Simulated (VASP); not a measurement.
Ta (bcc) relaxed at rising pressure, in one space group throughout; other phases were not tried. The pressures are those reached. Calculation: LDA (Ceperley-Alder, Perdew-Zunger), VASP's LDA PAW potentials (set 64) (plane waves; VASP).

```json
[
 {"P (GPa)": "0.02", "V (Å³/atom)": "17.264", "k-mesh": "16×16×16"},
 {"P (GPa)": "4.91", "V (Å³/atom)": "16.890", "k-mesh": "16×16×16"},
 {"P (GPa)": "9.87", "V (Å³/atom)": "16.546", "k-mesh": "16×16×16"},
 {"P (GPa)": "19.98", "V (Å³/atom)": "15.941", "k-mesh": "16×16×16"},
 {"P (GPa)": "29.93", "V (Å³/atom)": "15.426", "k-mesh": "16×16×16"}
]
```

### Question
Fit an equation of state and predict the volume at 44.79 GPa.

### Answer
Least squares on the third-order Birch-Murnaghan form, P = (3B0/2)(y⁷ − y⁵)[1 + (3/4)(B′ − 4)(y² − 1)] with y = (V0/V)^(1/3), gives V0 = 17.264 Å³/atom, B0 = 215 GPa and B′ = 3.8, and so 14.780 Å³/atom. The run gave 14.783 Å³/atom, +0.0 % from the fit.

Pressures at which the relaxation failed are left out.

The compound is Ta in the bcc structure.
